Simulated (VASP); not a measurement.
# W (relaxed from the omega structure, space group P6/mmm): computed properties

Method: r2SCAN meta-GGA, VASP's PBE PAW potentials (set 64) (plane waves; VASP).

```yaml
space_group: P6/mmm (191)
cell: a = 4.6696 Å, b = 4.6696 Å, c = 2.5971 Å, α = 90.00°, β = 90.00°, γ = 120.00°
volume_per_atom: 16.35 Å³/atom
band gap (over mesh and band path): none (metal, semimetal or under 0.01 eV)
density: 18.67 g/cm³
```

```cif
data_W3
_chemical_formula_sum 'W3'
_space_group_name_H-M_alt 'P6/mmm'
_space_group_IT_number 191
_space_group_name_Hall '-P 6 2'
_cell_length_a 4.66962
_cell_length_b 4.66962
_cell_length_c 2.59710
_cell_angle_alpha 90.000
_cell_angle_beta 90.000
_cell_angle_gamma 120.000
loop_
_atom_site_label
_atom_site_type_symbol
_atom_site_symmetry_multiplicity
_atom_site_Wyckoff_symbol
_atom_site_fract_x
_atom_site_fract_y
_atom_site_fract_z
_atom_site_occupancy
W1 W 1 a 0.00000 0.00000 0.00000 1
W2 W 2 d 0.33333 0.66667 0.50000 1
```

Unless said otherwise, spin-orbit coupling is left out, though it shifts the bands of the heavy elements here.

The structure was generated: W was put into the omega type (P6/mmm), which need not be its known phase. It was relaxed first. Symmetry was kept, so distortions that lower it aren't found.
